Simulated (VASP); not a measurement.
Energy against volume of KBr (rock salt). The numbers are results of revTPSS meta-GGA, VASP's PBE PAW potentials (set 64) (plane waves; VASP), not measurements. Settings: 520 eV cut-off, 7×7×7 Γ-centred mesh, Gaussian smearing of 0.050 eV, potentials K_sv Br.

| V (Å³/atom) | E (eV/atom) |
|---|---|
| 35.212 | 0.51117 |
| 36.336 | 0.50616 |
| 37.460 | 0.50448 |
| 38.583 | 0.50558 |

Q: Fit these four points and predict the energy of the run at 39.707 Å³/atom.

A: A cubic in V^(−2/3), the third-order Birch-Murnaghan form, passes through the four points with V0 = 37.54 Å³/atom and B0 = 13 GPa, and gives 0.5090 eV/atom there. The run gave 0.5090 eV/atom, +0.0 meV/atom from the fit; all five points give B0 = 13 GPa.

The compound is KBr in the rock salt structure. It was relaxed first.
